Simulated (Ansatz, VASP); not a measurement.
One calculation of TiAu, two programs

```
Ti Au
1.0
     3.17018    0.00000    0.00000
     0.00000    3.17018    0.00000
     0.00000    0.00000    3.17018
Ti Au
1 1
Direct
  0.50000 0.50000 0.50000
  0.00000 0.00000 0.00000
```

Alike in both runs: task single point; functional LDA; k mesh 14 × 14 × 14; occupations fermi-dirac, width 0.15 eV; no spin polarisation.

```csv
,VASP,Ansatz
version,VASP 6.6.1,Ansatz 0.2.0
potentials or method,"VASP PAW LDA potentials, release 64 (Ti_sv, Au)","scalar-relativistic, plane waves, PAW"
plane-wave cutoff (eV),520,420
valence electrons in the cell,23,31
```

```csv
,VASP,Ansatz,Ansatz less VASP
gap on the k mesh at the Fermi level (eV),none,none,-
pressure (GPa),4.0,3.6,-0.39
```

A gap of «none» marks a metal or a gap that the smearing closes. The two sets of potentials don't hold the same shells in valence.

The runs have no spin-orbit coupling, so splittings on Au are missing.
